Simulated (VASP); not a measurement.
Here is the system:

```
NaH
1.0
    0.00000     2.40279     2.40279
    2.40279     0.00000     2.40279
    2.40279     2.40279     0.00000
Na H
1 1
Direct
  0.00000   0.00000   0.00000
  0.50000   0.50000   0.50000
```

These are PBE GGA, VASP's PBE PAW potentials (set 64) (plane waves; VASP) values and carry that method's errors. Run with 400 eV cut-off, 12×12×12 Γ-centred mesh, Gaussian smearing of 0.010 eV, potentials Na_pv H.

Task: Give the direction-averaged independent-particle dielectric function (no local fields, no excitons; a broadening of 0.1 eV leaves a tail below the gap, and fine structure carries the noise of the k-mesh).

Result: 
| ħω (eV) | ε₁ | ε₂ |
|---|---|---|
| 0.00 | 3.16 | 0.00 |
| 0.40 | 3.17 | 0.01 |
| 0.90 | 3.21 | 0.01 |
| 1.30 | 3.27 | 0.02 |
| 1.80 | 3.38 | 0.03 |
| 2.30 | 3.55 | 0.04 |
| 2.70 | 3.74 | 0.06 |
| 3.20 | 4.11 | 0.09 |
| 3.60 | 4.57 | 0.14 |
| 4.10 | 5.60 | 0.31 |
| 4.60 | 8.41 | 1.67 |
| 5.00 | 8.69 | 6.47 |
| 5.50 | 2.98 | 10.29 |
| 5.90 | -2.55 | 5.75 |
| 6.40 | -1.98 | 3.06 |
| 6.90 | -2.31 | 2.68 |
| 7.30 | -0.59 | 1.54 |
| 7.80 | -1.30 | 1.63 |
| 8.20 | -0.12 | 0.98 |
| 8.70 | -0.14 | 0.78 |
| 9.20 | -0.30 | 0.96 |
| 9.60 | -0.01 | 0.78 |
| 10.10 | -0.02 | 0.64 |
| 10.60 | 0.33 | 0.81 |
ε₂ peaks at 5.6 eV (height 11.1); ε₁(0) averages 3.16, so the electronic refractive index below the gap tends to √3.16 = 1.78.

The compound is NaH in the rock salt structure. It was relaxed first.
